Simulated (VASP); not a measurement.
The system is Si2Ge.

```
Si Ge
1.0
     1.52576    0.88090    5.60366
    -1.52576    0.88090    5.60366
     0.00000   -1.76180    5.60366
Si Ge
2 1
Direct
  0.25000 0.25000 0.25000
  0.75000 0.75000 0.75000
  0.00000 0.00000 0.00000
```

The cell was built by a generator and needn't be a form met in nature.

* Program: VASP 6.6.1
* Task: relaxation of cell and atoms
* Functional: PBE
* Potentials or basis: VASP PAW PBE potentials, release 64 (Si, Ge_d)
* Cutoff: 520 eV
* k mesh: 8 × 8 × 8
* Occupations: gaussian, width 0.15 eV
* Spin: no spin polarisation

At the start: pressure 43.4 GPa; volume 15.06 Å³/atom.

Question: How do energy, volume and symmetry change on relaxing?

Answer: Over 22 steps the energy falls by 1087.0 meV/atom and the volume is 18.13 Å³/atom (+20.4 %); space group R-3m (No. 166, to 0.05 Å).

The path:
| step | energy change (eV) | largest force (eV/Å) | pressure (GPa) | volume (Å³) |
| --- | --- | --- | --- | --- |
| 1 | 0.0000 | 4.7485 | 43.38 | 45.19 |
| 2 | -1.1949 | 0.3721 | -13.34 | 77.42 |
| 3 | -2.0383 | 0.5456 | -2.89 | 60.85 |
| 4 | -2.0417 | 0.6269 | -2.55 | 60.25 |
| 5 | -2.0391 | 0.7804 | -1.51 | 59.14 |
| 6 | -2.0411 | 0.7356 | -1.95 | 59.45 |
| 7 | -2.1330 | 0.7615 | -1.11 | 58.07 |
| 8 | -2.5068 | 1.1945 | 0.73 | 53.92 |
| 9 | -2.7430 | 0.9988 | 18.65 | 45.51 |
| 10 | -2.8117 | 1.3040 | 8.99 | 48.29 |
| 11 | -2.8092 | 1.2454 | 11.06 | 47.52 |
| 12 | -2.8412 | 1.1797 | 10.80 | 47.50 |
| 13 | -2.9267 | 0.9183 | 11.40 | 47.43 |
| 14 | -2.9820 | 0.0908 | 12.91 | 47.23 |
| 15 | -3.0675 | 0.1017 | 11.19 | 48.35 |
| 16 | -3.2196 | 0.1676 | 4.20 | 51.84 |
| 17 | -3.1683 | 0.3791 | -5.30 | 59.30 |
| 18 | -3.2463 | 0.2494 | -1.46 | 55.06 |
| 19 | -3.2481 | 0.2291 | -0.28 | 54.35 |
| 20 | -3.2500 | 0.2100 | -0.15 | 54.36 |
| 21 | -3.2548 | 0.1603 | -0.09 | 54.37 |
| 22 | -3.2610 | 0.0530 | 0.11 | 54.40 |

Final structure:
```yaml
crystal:
  lattice:
    - [1.81551, 1.04819, 4.76468]
    - [-1.81551, 1.04819, 4.76468]
    - [0.00000, -2.09638, 4.76468]
  atoms:
    - { symbol: Si, position: [0.21018, 0.21018, 0.21018] }
    - { symbol: Si, position: [0.78982, 0.78982, 0.78982] }
    - { symbol: Ge, position: [0.00000, 0.00000, 0.00000] }
```

Caveat: the volume moved by over 15 % at a fixed basis, so the end points are rough; the relaxation stopped at a loose force limit of 0.08 eV/Å, so its end isn't a converged minimum.
